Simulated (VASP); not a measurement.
Output of a VASP run:

### OUTCAR
```
 ion  position               nearest neighbor table
   1  0.222  0.111  0.250-  37 1.98  49 1.98  45 1.98  36 1.99  16 3.23   2 3.24  14 3.24  10 3.24
                            12 3.24   4 3.24   9 3.25  24 3.25  32 3.25  13 3.25   5 3.25  17 3.27
   2  0.111  0.222  0.000-  38 1.98  42 1.98  62 1.98  37 1.99   5 3.19   3 3.24   1 3.24  24 3.24
                            26 3.24   7 3.24  14 3.25  25 3.25  10 3.25  33 3.25  18 3.25   6 3.25
   3  0.222  0.111  0.750-  39 1.98  51 1.98  47 1.98  38 1.99  19 3.20   7 3.22   2 3.24  14 3.24
                            10 3.24  12 3.24  11 3.25  26 3.25  34 3.25  15 3.25   4 3.26  16 3.27
   4  0.108  0.221  0.499-  60 1.95  39 2.00  36 2.00  40 2.01  24 3.21  27 3.22  35 3.22  26 3.23
                             8 3.23   7 3.23   1 3.24  12 3.25   3 3.26   5 3.26  16 3.31
   5  0.216  0.441  0.246-  41 1.95  37 1.95  40 1.99  53 2.02   6 3.19   2 3.19  28 3.20  24 3.20
                            18 3.23   9 3.25   1 3.25   4 3.26  17 3.29   8 3.30  20 3.33
   6  0.111  0.556  0.000-  46 1.98  66 1.98  42 1.98  41 1.99   5 3.19   9 3.24  11 3.24  28 3.24
                            30 3.24  10 3.25  18 3.25  29 3.25  21 3.25  25 3.25   2 3.25   7 3.27
   7  0.226  0.444  0.749-  55 1.96  39 1.97  42 2.01  43 2.02  19 3.17  22 3.18   8 3.21   3 3.22
                            18 3.23   4 3.23   2 3.24  26 3.26   6 3.27  11 3.27  30 3.29
   8  0.110  0.554  0.505-  43 1.94  64 1.99  44 2.01  40 2.02  30 3.19  11 3.20   7 3.21   4 3.23
                            27 3.23  23 3.25  31 3.25  12 3.26  28 3.27   9 3.28   5 3.30
   9  0.222  0.778  0.250-  45 1.98  41 1.98  57 1.98  44 1.99  23 3.22  12 3.24  10 3.24  21 3.24
                             6 3.24   1 3.25  32 3.25  28 3.25  13 3.25   5 3.25  20 3.27   8 3.28
  10  0.111  0.889  0.000-  46 1.98  38 1.98  70 1.98  45 1.99   9 3.24  11 3.24   1 3.24   3 3.24
                            32 3.24  34 3.24   6 3.25  21 3.25  33 3.25   2 3.25  29 3.25  14 3.25
  11  0.222  0.778  0.750-  47 1.98  43 1.98  59 1.98  46 1.99  22 3.20   8 3.20  12 3.24  10 3.24
                            21 3.24   6 3.24   3 3.25  34 3.25  30 3.25  15 3.25  23 3.26   7 3.27
  12  0.111  0.889  0.500-  44 1.98  36 1.98  68 1.98  47 1.99  16 3.24  11 3.24   9 3.24   3 3.24
                             1 3.24  32 3.24  34 3.24   4 3.25   8 3.26  35 3.26  23 3.26  31 3.27
  13  0.556  0.111  0.250-  61 1.98  57 1.98  49 1.98  48 1.99  16 3.19  20 3.23  23 3.23  25 3.24
                            27 3.24  21 3.24  14 3.24  24 3.25  28 3.25   9 3.25   1 3.25  17 3.27
  14  0.444  0.222  0.000-  38 1.98  54 1.98  50 1.98  49 1.99  19 3.19   3 3.24   1 3.24  15 3.24
                            13 3.24   2 3.25  21 3.25  10 3.25  18 3.25  25 3.25  29 3.25  17 3.29
  15  0.556  0.111  0.750-  63 1.98  59 1.98  51 1.98  50 1.99  16 3.23  19 3.23  25 3.24  27 3.24
                            21 3.24  14 3.24  26 3.25  30 3.25  11 3.25   3 3.25  22 3.25  23 3.27
  16  0.446  0.219  0.498-  48 1.93  36 1.99  52 2.01  51 2.01  13 3.19  27 3.21  17 3.22   1 3.23
                            23 3.23  15 3.23  31 3.23  12 3.24   3 3.27  19 3.28   4 3.31
  17  0.558  0.448  0.254-  52 1.92  65 1.98  53 1.99  49 2.02  31 3.16  16 3.22  32 3.22  20 3.24
                            28 3.24  29 3.26  18 3.26  13 3.27   1 3.27  14 3.29   5 3.29
  18  0.444  0.556  0.000-  42 1.98  58 1.98  54 1.98  53 1.99  22 3.19  19 3.20   7 3.23   5 3.23
                            21 3.25   6 3.25   2 3.25  33 3.25  29 3.25  14 3.25  20 3.25  17 3.26
  19  0.550  0.440  0.753-  54 1.95  51 1.96  55 1.98  67 2.04   7 3.17  14 3.19   3 3.20  18 3.20
                            15 3.23  29 3.24  22 3.25  30 3.28  16 3.28  34 3.30  31 3.31
  20  0.560  0.782  0.249-  69 1.94  57 1.98  56 2.01  53 2.01  24 3.20  33 3.20  23 3.21  32 3.22
                            35 3.22  13 3.23  21 3.23  17 3.24  18 3.25   9 3.27   5 3.33
  21  0.444  0.889  0.000-  46 1.98  50 1.98  58 1.98  57 1.99  22 3.20  20 3.23   9 3.24  11 3.24
                            13 3.24  15 3.24  10 3.25  18 3.25  14 3.25   6 3.25  25 3.25  33 3.25
  22  0.549  0.774  0.753-  55 1.94  58 1.96  59 1.97  71 2.04   7 3.18  18 3.19  21 3.20  11 3.20
                            33 3.24  15 3.25  19 3.25  23 3.25  34 3.29  35 3.29  26 3.29
  23  0.445  0.886  0.498-  44 1.98  56 1.99  48 2.00  59 2.01  20 3.21  35 3.22   9 3.22  16 3.23
                            13 3.23   8 3.25  22 3.25  11 3.26  27 3.26  12 3.26  15 3.27
  24  0.889  0.111  0.250-  61 1.98  37 1.98  69 1.98  60 1.99   5 3.20  20 3.20   4 3.21  35 3.23
                            27 3.24  25 3.24  33 3.24   2 3.24  13 3.25  28 3.25   1 3.25  32 3.25
  25  0.778  0.222  0.000-  62 1.98  50 1.98  66 1.98  61 1.99  24 3.24  26 3.24  13 3.24  15 3.24
                            28 3.24  30 3.24   2 3.25  33 3.25  21 3.25   6 3.25  14 3.25  29 3.25
  26  0.889  0.111  0.750-  63 1.98  39 1.98  71 1.98  62 1.99   4 3.23  35 3.23  27 3.24  25 3.24
                            33 3.24   2 3.24  15 3.25  30 3.25  34 3.25   3 3.25   7 3.26  22 3.29
  27  0.778  0.222  0.500-  60 1.98  48 1.98  64 1.98  63 1.99  16 3.21   4 3.22  35 3.23  31 3.23
                             8 3.23  24 3.24  26 3.24  28 3.24  30 3.24  15 3.24  13 3.24  23 3.26
  28  0.889  0.444  0.250-  61 1.98  41 1.98  65 1.98  64 1.99   5 3.20  31 3.21  27 3.24  25 3.24
                             6 3.24  29 3.24  17 3.24  24 3.25  13 3.25   9 3.25  32 3.25   8 3.27
  29  0.778  0.556  0.000-  70 1.98  54 1.98  66 1.98  65 1.99  19 3.24  32 3.24  34 3.24  28 3.24
                            30 3.24  33 3.25   6 3.25  10 3.25  25 3.25  18 3.25  14 3.25  17 3.26
  30  0.889  0.444  0.750-  63 1.98  43 1.98  67 1.98  66 1.99   8 3.19  25 3.24  27 3.24   6 3.24
                            29 3.24  26 3.25  15 3.25  11 3.25  34 3.25  31 3.26  19 3.28   7 3.29
  31  0.776  0.553  0.497-  64 1.97  68 1.99  52 2.00  67 2.02  17 3.16  28 3.21  32 3.23  27 3.23
                            16 3.23   8 3.25  30 3.26  12 3.27  34 3.27  35 3.28  19 3.31
  32  0.889  0.778  0.250-  69 1.98  65 1.98  45 1.98  68 1.99  20 3.22  17 3.22  31 3.23  33 3.24
                            29 3.24  12 3.24  10 3.24  24 3.25   9 3.25   1 3.25  28 3.25  35 3.25
  33  0.778  0.889  0.000-  70 1.98  58 1.98  62 1.98  69 1.99  20 3.20  32 3.24  34 3.24  24 3.24
                            26 3.24  22 3.24  29 3.25  10 3.25  25 3.25   2 3.25  18 3.25  21 3.25
  34  0.889  0.778  0.750-  71 1.98  67 1.98  47 1.98  70 1.99  33 3.24  29 3.24  10 3.24  12 3.24
                            11 3.25  26 3.25   3 3.25  30 3.25  35 3.25  31 3.27  22 3.29  19 3.30
  35  0.777  0.890  0.500-  60 1.97  56 1.98  71 1.99  68 2.00  23 3.22   4 3.22  20 3.22  27 3.23
                            26 3.23  24 3.23  34 3.25  32 3.25  12 3.26  31 3.28  22 3.29
  36  0.222  0.111  0.438-  12 1.98  16 1.99   1 1.99   4 2.00
  37  0.111  0.222  0.188-   5 1.95   1 1.98  24 1.98   2 1.99
  38  0.222  0.111  0.938-   2 1.98  14 1.98  10 1.98   3 1.99
  39  0.111  0.222  0.688-   7 1.97   3 1.98  26 1.98   4 2.00
  40  0.223  0.445  0.434-  72 1.95   5 1.99   4 2.01   8 2.02
  41  0.111  0.556  0.188-   5 1.95   9 1.98  28 1.98   6 1.99
  42  0.222  0.444  0.938-   2 1.98  18 1.98   6 1.98   7 2.01
  43  0.111  0.556  0.688-   8 1.94  11 1.98  30 1.98   7 2.02
  44  0.222  0.778  0.438-  23 1.98  12 1.98   9 1.99   8 2.01
...
```

File OSZICAR:
```
...
DAV:   1    -0.437977095416E+03   -0.87134E-03   -0.44547E-01   404   0.171E+00    0.115E-01
RMM:   2    -0.437977635999E+03   -0.54058E-03   -0.76829E-03   362   0.189E-01    0.519E-02
RMM:   3    -0.437977688501E+03   -0.52502E-04   -0.12682E-03   392   0.724E-02    0.406E-02
RMM:   4    -0.437977649252E+03    0.39249E-04   -0.23806E-04   363   0.336E-02    0.121E-02
RMM:   5    -0.437977651395E+03   -0.21429E-05   -0.54967E-05   311   0.156E-02
   7 F= -.43797765E+03 E0= -.43797765E+03  d E =-.149588E-01
       N       E                     dE             d eps       ncg     rms          rms(c)
DAV:   1    -0.437981864748E+03   -0.42155E-02   -0.11514E+00   372   0.274E+00    0.188E-01
RMM:   2    -0.437983166176E+03   -0.13014E-02   -0.19004E-02   362   0.306E-01    0.883E-02
RMM:   3    -0.437983267813E+03   -0.10164E-03   -0.32456E-03   394   0.117E-01    0.654E-02
RMM:   4    -0.437983168412E+03    0.99401E-04   -0.61224E-04   365   0.532E-02    0.196E-02
RMM:   5    -0.437983176403E+03   -0.79909E-05   -0.17326E-04   394   0.251E-02    0.112E-02
RMM:   6    -0.437983177020E+03   -0.61723E-06   -0.43690E-05   279   0.125E-02
   8 F= -.43798318E+03 E0= -.43798318E+03  d E =-.552562E-02
       N       E                     dE             d eps       ncg     rms          rms(c)
DAV:   1    -0.437983227244E+03   -0.50841E-04   -0.30335E-02   428   0.445E-01    0.308E-02
RMM:   2    -0.437983263126E+03   -0.35882E-04   -0.49481E-04   362   0.492E-02    0.143E-02
RMM:   3    -0.437983267307E+03   -0.41808E-05   -0.90476E-05   322   0.192E-02    0.105E-02
RMM:   4    -0.437983265208E+03    0.20991E-05   -0.15747E-05   218   0.872E-03
   9 F= -.43798327E+03 E0= -.43798327E+03  d E =-.561381E-02
       N       E                     dE             d eps       ncg     rms          rms(c)
DAV:   1    -0.437984304392E+03   -0.10371E-02   -0.45929E-01   372   0.173E+00    0.122E-01
RMM:   2    -0.437984901042E+03   -0.59665E-03   -0.80234E-03   362   0.200E-01    0.584E-02
RMM:   3    -0.437984972543E+03   -0.71501E-04   -0.13969E-03   401   0.755E-02    0.450E-02
RMM:   4    -0.437984930702E+03    0.41841E-04   -0.26432E-04   364   0.354E-02    0.145E-02
RMM:   5    -0.437984930792E+03   -0.90608E-07   -0.51971E-05   306   0.158E-02
  10 F= -.43798493E+03 E0= -.43798493E+03  d E =-.166558E-02
       N       E                     dE             d eps       ncg     rms          rms(c)
DAV:   1    -0.437984925574E+03    0.51280E-05   -0.36447E-03   436   0.156E-01    0.130E-02
RMM:   2    -0.437984933910E+03   -0.83364E-05   -0.97867E-05   357   0.234E-02    0.791E-03
RMM:   3    -0.437984934048E+03   -0.13750E-06   -0.12648E-05   221   0.841E-03    0.573E-03
RMM:   4    -0.437984933662E+03    0.38567E-06   -0.39337E-06   211   0.416E-03
  11 F= -.43798493E+03 E0= -.43798493E+03  d E =-.166845E-02
       N       E                     dE             d eps       ncg     rms          rms(c)
DAV:   1    -0.437985381882E+03   -0.44783E-03   -0.16092E-01   372   0.103E+00    0.737E-02
RMM:   2    -0.437985585093E+03   -0.20321E-03   -0.28295E-03   362   0.118E-01    0.345E-02
RMM:   3    -0.437985603910E+03   -0.18817E-04   -0.48128E-04   395   0.447E-02    0.250E-02
RMM:   4    -0.437985590213E+03    0.13697E-04   -0.85628E-05   362   0.202E-02    0.760E-03
RMM:   5    -0.437985590806E+03   -0.59296E-06   -0.19100E-05   223   0.950E-03
  12 F= -.43798559E+03 E0= -.43798559E+03  d E =-.657144E-03
```

File OUTCAR:
```
------------------------ aborting loop because EDIFF is reached ----------------------------------------
  FORCE on cell =-STRESS in cart. coord.  units (eV):
  Direction    XX          YY          ZZ          XY          YZ          ZX
  --------------------------------------------------------------------------------------
  Total      -19.4071436    -19.1172596    -29.3331778      0.0116798     -0.0221420     -0.0495243
  in kB      -35.8767142    -35.3408248    -54.2263230      0.0215916     -0.0409324     -0.0915523
  external PRESSURE =     -41.8146207 kB  Pullay stress =       0.0000000 kB
  volume of cell :      866.68
      direct lattice vectors                 reciprocal lattice vectors
     4.868317893 -8.432173817  0.000000000     0.102704879 -0.059296690  0.000000000
     4.868317893  8.432173817  0.000000000     0.102704879  0.059296690  0.000000000
     0.000000000  0.000000000 10.556283981     0.000000000  0.000000000  0.094730305
  FREE ENERGIE OF THE ION-ELECTRON SYSTEM (eV)
  ---------------------------------------------------
  free  energy   TOTEN  =      -437.9855908058 eV

  energy  without entropy=     -437.9855908058  energy(sigma->0) =     -437.98559081

 reached required accuracy - stopping structural energy minimisation
```
(Selected blocks of OUTCAR.)

POSCAR:
```
Ga35GeN36
1
    4.8683178927    -8.4321738171     0.0000000000
    4.8683178927     8.4321738171     0.0000000000
    0.0000000000     0.0000000000    10.5562839806
Ga N Ge
35 36 1
Direct
  0.2222220000   0.1111110000   0.2500000000
  0.1111110000   0.2222220000   0.0000000000
  0.2222220000   0.1111110000   0.7500000000
  0.1075820000   0.2211740000   0.4992540000
  0.2161800000   0.4414330000   0.2457970000
  0.1111110000   0.5555560000   0.0000000000
  0.2260990000   0.4435850000   0.7485860000
  0.1102450000   0.5540330000   0.5045960000
  0.2222220000   0.7777780000   0.2500000000
  0.1111110000   0.8888890000   0.0000000000
  0.2222220000   0.7777780000   0.7500000000
  0.1111110000   0.8888890000   0.5000000000
  0.5555560000   0.1111110000   0.2500000000
  0.4444440000   0.2222220000   0.0000000000
  0.5555560000   0.1111110000   0.7500000000
  0.4461440000   0.2185300000   0.4976840000
  0.5575120000   0.4476160000   0.2539430000
  0.4444440000   0.5555560000   0.0000000000
  0.5498240000   0.4400290000   0.7534860000
  0.5602940000   0.7819460000   0.2489580000
  0.4444440000   0.8888890000   0.0000000000
  0.5493940000   0.7740510000   0.7528080000
  0.4446970000   0.8860930000   0.4977150000
  0.8888890000   0.1111110000   0.2500000000
  0.7777780000   0.2222220000   0.0000000000
  0.8888890000   0.1111110000   0.7500000000
  0.7777780000   0.2222220000   0.5000000000
  0.8888890000   0.4444440000   0.2500000000
  0.7777780000   0.5555560000   0.0000000000
  0.8888890000   0.4444440000   0.7500000000
  0.7758290000   0.5530480000   0.4974090000
  0.8888890000   0.7777780000   0.2500000000
  0.7777780000   0.8888890000   0.0000000000
  0.8888890000   0.7777780000   0.7500000000
  0.7772860000   0.8904000000   0.5000870000
  0.2222220000   0.1111110000   0.4385000000
  0.1111110000   0.2222220000   0.1885000000
  0.2222220000   0.1111110000   0.9385000000
  0.1111110000   0.2222220000   0.6885000000
  0.2230530000   0.4445900000   0.4340300000
  0.1111110000   0.5555560000   0.1885000000
  0.2222220000   0.4444440000   0.9385000000
  0.1111110000   0.5555560000   0.6885000000
  0.2222220000   0.7777780000   0.4385000000
  0.1111110000   0.8888890000   0.1885000000
  0.2222220000   0.7777780000   0.9385000000
  0.1111110000   0.8888890000   0.6885000000
  0.5555560000   0.1111110000   0.4385000000
  0.4444440000   0.2222220000   0.1885000000
  0.5555560000   0.1111110000   0.9385000000
  0.4444440000   0.2222220000   0.6885000000
  0.5519610000   0.4441200000   0.4357410000
  0.4444440000   0.5555560000   0.1885000000
  0.5555560000   0.4444440000   0.9385000000
  0.4470490000   0.5578830000   0.6904340000
  0.5553230000   0.7724720000   0.4391340000
  0.4444440000   0.8888890000   0.1885000000
  0.5555560000   0.7777780000   0.9385000000
  0.4444440000   0.8888890000   0.6885000000
  0.8888890000   0.1111110000   0.4385000000
  0.7777780000   0.2222220000   0.1885000000
  0.8888890000   0.1111110000   0.9385000000
  0.7777780000   0.2222220000   0.6885000000
  0.8888890000   0.4444440000   0.4385000000
  0.7777780000   0.5555560000   0.1885000000
  0.8888890000   0.4444440000   0.9385000000
  0.7777780000   0.5555560000   0.6885000000
  0.8888890000   0.7777780000   0.4385000000
  0.7777780000   0.8888890000   0.1885000000
  0.8888890000   0.7777780000   0.9385000000
  0.7777780000   0.8888890000   0.6885000000
  0.4397140000   0.5552520000   0.4992920000
```

**Question.** Reconstruct the remaining input files.

**Answer.** One answer among several that fit: the input of the run itself, PBE GGA, plane waves, VASP's PBE PAW potentials (set 64).

### INCAR
```
SYSTEM=Ga35GeN36
PREC=Normal; ENCUT=400; LREAL=Auto
LASPH=.TRUE.; ISYM=0; NELECT=288.0
EDIFF=1E-5; NELM=100; NELMIN=4
ALGO=Fast; LMAXMIX=4
ISMEAR=0; SIGMA=0.05
GGA=PE
IBRION=2; NSW=60; ISIF=2
EDIFFG=-0.03
LWAVE=.TRUE.; LCHARG=.FALSE.
```

File KPOINTS:
```
Automatic mesh
0
Gamma
1 1 1
0 0 0
```

POTCAR, in this order: Ga N Ge (PBE.64 set). Program: vasp_gam.

At this cut-off the stress carries a Pulay error, which pulls relaxed volumes low. The cell is charged, with a uniform compensating background. The supercell is sampled at Γ alone, which is coarse: total energies, pressure and levels can be off, energies of defects by several tenths of an eV.

The cell is a supercell with a defect, built from GaN (wurtzite): Ge_Ga, charge +1. The run is not spin-polarised, so no state with unpaired spins was tried.
